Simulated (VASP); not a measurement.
A run of VASP 6.6.1 is set up as follows.

INCAR

```
SYSTEM = AlRu4
ALGO = Normal
EDIFF = 1E-7
ENCUT = 520
GGA = PE
ISIF = 2
ISMEAR = -1
LASPH = .TRUE.
LCHARG = .FALSE.
LREAL = .FALSE.
LWAVE = .FALSE.
NBANDS = 38
NELM = 100
PREC = Accurate
SIGMA = 0.05
```

KPOINTS

```
k-points
0
G
  6 6 6
  0 0 0
```

File POSCAR:

```
AlRu4
1.0
    4.3933923300      0.0000000000      0.0000000000
    0.0000000000      4.3933923300      0.0000000000
    0.0000000000      0.0000000000      4.3933923300
Al Ru
1 4
Direct
    0.0000000000      0.0000000000      0.0000000000
    0.2437810800      0.7562189200      0.7562189200
    0.7562189200      0.2437810800      0.7562189200
    0.7562189200      0.7562189200      0.2437810800
    0.2437810800      0.2437810800      0.2437810800
```

Potentials or basis: VASP PAW PBE potentials, release 64 (Al, Ru_pv).

The run is started by

```console
$ cat potpaw_PBE.64/Al/POTCAR potpaw_PBE.64/Ru_pv/POTCAR > POTCAR
$ mpirun -np 1 vasp_std > vasp.out
```

Question: What does it give for the band gap on the k mesh?

Answer: None (metal or under the smearing width).

Question: Predict the pressure.

Answer: 31.1 GPa.

Question: What does it give for the largest force?

Answer: 13.445 eV/Å.

Forces on the atoms (eV/Å):
```
Al   0.000  0.000  0.000
Ru   7.762 -7.762 -7.762
Ru  -7.762  7.762 -7.762
Ru  -7.762 -7.762  7.762
Ru   7.762  7.762  7.762
```

Caveat: a pressure of tens of GPa on the cell as given is suspect, and the run, the potentials or the cell itself is likely at fault; forces of over 1 eV/Å show positions far from the minimum, so gaps and moduli don't describe the material at rest.
